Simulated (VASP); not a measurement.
Output of a VASP run:

**OSZICAR**
```
       N       E                     dE             d eps       ncg     rms          rms(c)
DAV:   1     0.992772182579E+02    0.99277E+02   -0.54111E+03  1136   0.153E+03
DAV:   2    -0.460130330351E+02   -0.14529E+03   -0.14240E+03  1616   0.272E+02
DAV:   3    -0.612170847264E+02   -0.15204E+02   -0.14510E+02  1680   0.118E+02
DAV:   4    -0.624811895755E+02   -0.12641E+01   -0.10441E+01  1928   0.246E+01
DAV:   5    -0.625877083197E+02   -0.10652E+00   -0.10513E+00  1852   0.694E+00    0.548E+00
DAV:   6    -0.569839826140E+02    0.56037E+01   -0.25807E+00  1940   0.132E+01    0.391E+00
DAV:   7    -0.575646838223E+02   -0.58070E+00   -0.19930E+00  1576   0.140E+01    0.193E+00
DAV:   8    -0.573412216583E+02    0.22346E+00   -0.13010E+00  1800   0.134E+01    0.128E+00
DAV:   9    -0.575370820468E+02   -0.19586E+00   -0.16919E-01  1776   0.627E+00    0.829E-01
DAV:  10    -0.575852578587E+02   -0.48176E-01   -0.18691E-01  1976   0.557E+00    0.287E-01
DAV:  11    -0.575982363320E+02   -0.12978E-01   -0.61265E-02  1368   0.258E+00    0.216E-01
DAV:  12    -0.576015882571E+02   -0.33519E-02   -0.71560E-03  2136   0.121E+00    0.108E-01
DAV:  13    -0.576067775508E+02   -0.51893E-02   -0.32528E-02  1816   0.202E+00    0.780E-02
DAV:  14    -0.576028811858E+02    0.38964E-02   -0.91006E-03  1648   0.998E-01    0.492E-02
DAV:  15    -0.576039187118E+02   -0.10375E-02   -0.10644E-03  2008   0.436E-01    0.407E-02
DAV:  16    -0.576056179986E+02   -0.16993E-02   -0.96757E-04  1464   0.399E-01    0.280E-02
DAV:  17    -0.576065751430E+02   -0.95714E-03   -0.22937E-03  1392   0.424E-01    0.687E-02
DAV:  18    -0.576067246227E+02   -0.14948E-03   -0.44272E-04  1960   0.206E-01    0.129E-02
DAV:  19    -0.576067194935E+02    0.51292E-05   -0.36398E-05  1708   0.594E-02    0.139E-02
DAV:  20    -0.576067051072E+02    0.14386E-04   -0.14100E-05  1664   0.347E-02    0.174E-02
DAV:  21    -0.576067533548E+02   -0.48248E-04   -0.21033E-05  1640   0.728E-02    0.104E-02
DAV:  22    -0.576067518631E+02    0.14917E-05   -0.42300E-05  2000   0.768E-02    0.641E-03
DAV:  23    -0.576067553204E+02   -0.34573E-05   -0.47429E-06  1692   0.283E-02    0.219E-03
DAV:  24    -0.576067515110E+02    0.38094E-05   -0.83225E-07  1056   0.192E-02    0.108E-03
DAV:  25    -0.576067512797E+02    0.23133E-06   -0.24103E-07   984   0.132E-02
   1 F= -.57606751E+02 E0= -.57607380E+02  d E =-.576068E+02
```

OUTCAR:
```
------------------------ aborting loop because EDIFF is reached ----------------------------------------
  FORCE on cell =-STRESS in cart. coord.  units (eV):
  Direction    XX          YY          ZZ          XY          YZ          ZX
  --------------------------------------------------------------------------------------
  Total       -0.0177691     -0.0177691     -0.0177691      0.0000000      0.0000000      0.0000000
  in kB       -0.5612057     -0.5612057     -0.5612057      0.0000000      0.0000000      0.0000000
  external PRESSURE =      -0.5612057 kB  Pullay stress =       0.0000000 kB
  volume of cell :       50.73
      direct lattice vectors                 reciprocal lattice vectors
     0.000000000  2.938154520  2.938154520    -0.170174848  0.170174848  0.170174848
     2.938154520  0.000000000  2.938154520     0.170174848 -0.170174848  0.170174848
     2.938154520  2.938154520  0.000000000     0.170174848  0.170174848 -0.170174848
 POSITION                                       TOTAL-FORCE (eV/Angst)
 -----------------------------------------------------------------------------------
      2.93815      2.93815      2.93815        -0.000000      0.000000     -0.000000
      0.00000      0.00000      0.00000         0.000000     -0.000000      0.000000
 -----------------------------------------------------------------------------------
    total drift:                               -0.000000      0.000000     -0.000000
  FREE ENERGIE OF THE ION-ELECTRON SYSTEM (eV)
  ---------------------------------------------------
  free  energy   TOTEN  =       -57.6067512797 eV

  energy  without entropy=      -57.6086362500  energy(sigma->0) =      -57.60737960

 reached required accuracy - stopping structural energy minimisation
```
(Selected blocks of OUTCAR.)

File POSCAR:
```
LaS
1
    0.0000000000     2.9381545205     2.9381545205
    2.9381545205    -0.0000000000     2.9381545205
    2.9381545205     2.9381545205    -0.0000000000
S La
1 1
Direct
  0.5000000000   0.5000000000   0.5000000000
  0.0000000000   0.0000000000   0.0000000000
```

Write an INCAR and KPOINTS that could have produced this output.

This is not unique; one that fits is the input of the run itself, SCAN meta-GGA, plane waves, VASP's PBE PAW potentials (set 64).

File KPOINTS:
```
Automatic mesh
0
Gamma
10 10 10
0 0 0
```

INCAR:
```
ALGO = Normal
EDIFF = 1E-6
EDIFFG = -0.01
ENCUT = 400
IBRION = 2
ISIF = 3
ISMEAR = 1
LASPH = .TRUE.
LCHARG = .FALSE.
LMAXMIX = 6
LMIXTAU = .TRUE.
LREAL = .FALSE.
LWAVE = .FALSE.
METAGGA = SCAN
NELM = 100
NSW = 60
PREC = Accurate
SIGMA = 0.1
SYSTEM = LaS
```

POTCAR, in this order: S La (PBE.64 set). Program: vasp_std.

The structure comes from a measured LaS entry (Fm-3m) of the Crystallography Open Database, whose conditions weren't checked. It was relaxed first. The start is the result of an earlier pass. The electron count is odd and the run is not spin-polarised, which forces a metal.
